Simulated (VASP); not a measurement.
The system is GaSb.

```xyz
2
Lattice="0.0000 3.0590 3.0590 3.0590 0.0000 3.0590 3.0590 3.0590 0.0000" Properties=species:S:1:pos:R:3 pbc="T T T"
Ga    0.0000    0.0000    0.0000
Sb    1.5295    1.5295    1.5295
```

```yaml
Program: VASP 6.6.1
Task: relaxation of cell and atoms
Functional: LDA
Potentials_or_basis: VASP PAW LDA potentials, release 64 (Ga_d, Sb)
Cutoff: 600 eV
k_mesh: 10 × 10 × 10
Occupations: gaussian, width 0.03 eV
Spin: no spin polarisation
```

At the start: pressure -1.6 GPa; volume 28.62 Å³/atom.

**Question.** Where does the relaxation end?

**Answer.** Over 3 steps the energy falls by 4.4 meV/atom and the volume is 27.75 Å³/atom (-3.0 %); space group F-43m (No. 216, to 0.05 Å).

The path:
| step | energy change (eV) | largest force (eV/Å) | pressure (GPa) | volume (Å³) |
| --- | --- | --- | --- | --- |
| 1 | 0.0000 | 0.0000 | -1.59 | 57.25 |
| 2 | -0.0078 | 0.0000 | 0.58 | 54.93 |
| 3 | -0.0088 | 0.0000 | -0.01 | 55.51 |

Final structure:
```
Ga Sb
1.0
     0.00000    3.02767    3.02767
     3.02767    0.00000    3.02767
     3.02767    3.02767    0.00000
Ga Sb
1 1
Direct
  0.00000 0.00000 0.00000
  0.25000 0.25000 0.25000
```
